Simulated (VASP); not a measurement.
Level of theory: PBEsol GGA, VASP's PBE PAW potentials (set 64) (plane waves; VASP 6.6.1).

Input for VASP

KPOINTS:
```
Automatic mesh
0
Gamma
16 16 16
0 0 0
```

INCAR:
```
SYSTEM  =  Pt
PREC  =  Accurate; ENCUT  =  500; LREAL  =  .FALSE.
LASPH  =  .TRUE.
EDIFF  =  1E-6; NELM  =  100; ALGO  =  Normal
LMAXMIX  =  6
ISMEAR  =  1; SIGMA  =  0.1
GGA  =  PS
IBRION  =  2; NSW  =  40; ISIF  =  3
EDIFFG  =  -0.02; PSTRESS  =  50
LWAVE  =  .FALSE.; LCHARG  =  .FALSE.
```

POSCAR:
```
Pt
1
    0.0000000000     1.9576129219     1.9576129219
    1.9576129219     0.0000000000     1.9576129219
    1.9576129219     1.9576129219     0.0000000000
Pt
1
Direct
  0.0000000000   0.0000000000   0.0000000000
```

POTCAR, in this order: Pt (PBE.64 set). Program: vasp_std.

Unless said otherwise, spin-orbit coupling is left out, though it shifts the bands of the heavy elements here.

Q: Estimate the energy per atom (σ→0), volume per atom, band gap (on the k-mesh).

A: 
| Quantity | Value |
|---|---|
| energy per atom (σ→0) | -6.958 eV/atom |
| band gap (on the k-mesh) | none (metal, semimetal or under 0.01 eV) |
| volume per atom | 14.77 Å³/atom |

OSZICAR:
```
...
DAV:   1    -0.717666261557E+01   -0.28273E+00   -0.52656E+00  2660   0.248E+01    0.324E+00
DAV:   2    -0.697035416611E+01    0.20631E+00   -0.61481E-01  2617   0.698E+00    0.167E+00
DAV:   3    -0.695767528507E+01    0.12679E-01   -0.60458E-02  2754   0.207E+00    0.863E-01
DAV:   4    -0.695816545553E+01   -0.49017E-03   -0.17816E-03  2979   0.306E-01    0.154E-01
DAV:   5    -0.695823538336E+01   -0.69928E-04   -0.62460E-05  3355   0.554E-02    0.239E-02
DAV:   6    -0.695824357712E+01   -0.81938E-05   -0.31267E-06  2976   0.112E-02    0.959E-04
DAV:   7    -0.695824349136E+01    0.85760E-07   -0.25763E-08  1322   0.154E-03
   3 F= -.64974103E+01 E0= -.64971708E+01  d E =-.380633E-02
```

The compound is Pt in the fcc structure. This run relaxes it under an external pressure of 5 GPa. Symmetry was kept, so distortions that lower it aren't found.
